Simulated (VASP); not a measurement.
The system is GaSn.

```
CELL_PARAMETERS angstrom
0.00000 2.90288 3.09822
2.72925 0.00000 3.09822
2.72925 2.90288 0.00000
ATOMIC_POSITIONS crystal
Ga 0.50000 0.50000 0.50000
Sn 0.00000 0.00000 0.00000
```

The cell was built by a generator and needn't be a form met in nature.

* Program: VASP 6.6.1
* Task: relaxation of cell and atoms
* Functional: revPBE
* Potentials or basis: VASP PAW PBE potentials, release 64 (Ga_d, Sn_d)
* Cutoff: 600 eV
* k mesh: 8 × 8 × 8
* Occupations: fermi-dirac, width 0.05 eV
* Spin: no spin polarisation

At the start: pressure 2.2 GPa; volume 24.55 Å³/atom.

Question: How do energy, volume and symmetry change on relaxing?

Answer: Over 7 steps the energy falls by 62.5 meV/atom and the volume is 25.12 Å³/atom (+2.3 %); space group Fm-3m (No. 225, to 0.05 Å).

The path:
| step | energy change (eV) | largest force (eV/Å) | pressure (GPa) | volume (Å³) |
| --- | --- | --- | --- | --- |
| 1 | 0.0000 | 0.0000 | 2.23 | 49.09 |
| 2 | -0.1057 | 0.0000 | -0.97 | 51.48 |
| 3 | -0.1106 | 0.0000 | -1.78 | 52.46 |
| 4 | -0.1117 | 0.0000 | -1.54 | 52.17 |
| 5 | -0.1244 | 0.0000 | -0.30 | 50.56 |
| 6 | -0.1245 | 0.0000 | -0.21 | 50.44 |
| 7 | -0.1250 | 0.0000 | 0.02 | 50.24 |

Final structure:
```
Ga Sn
1.0
     0.00000    2.92754    2.92730
     2.93109    0.00000    2.92730
     2.93109    2.92754    0.00000
Ga Sn
1 1
Direct
  0.50000 0.50000 0.50000
  0.00000 0.00000 0.00000
```

Caveat: the PAW data sets were made with another functional, which shifts forces and pressure a little.
